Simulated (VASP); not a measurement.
Consider the following.

```xyz
2
Lattice="2.9548 0.0000 0.0000 0.0000 2.9548 0.0000 0.0000 0.0000 4.2085" Properties=species:S:1:pos:R:3 pbc="T T T"
Ti     1.4774     1.4774     2.1043
In     0.0000     0.0000     0.0000
```

Level of theory: PBEsol GGA, VASP's PBE PAW potentials (set 64) (plane waves; VASP 6.6.1). Settings: 400 eV cut-off, 14×14×10 Γ-centred mesh, tetrahedra with Blöchl corrections, potentials Ti_sv In_d.

Unless said otherwise, spin-orbit coupling is left out, though it shifts the bands of the heavy elements here.

Question: Estimate the energy per atom (σ→0), band gap (on the k-mesh) with the smallest direct gap where there is one.

Answer: 
```yaml
band gap (on the k-mesh): none (metal, semimetal or under 0.01 eV)
energy per atom (σ→0): -5882 meV/atom
```

The absolute energy has meaning only against runs of the same code, potentials and settings.

The structure comes from a computed database's TiIn entry (P4/mmm); how it stands against other phases isn't given here. It was relaxed first. The electron count is odd and the run is not spin-polarised, which forces a metal.
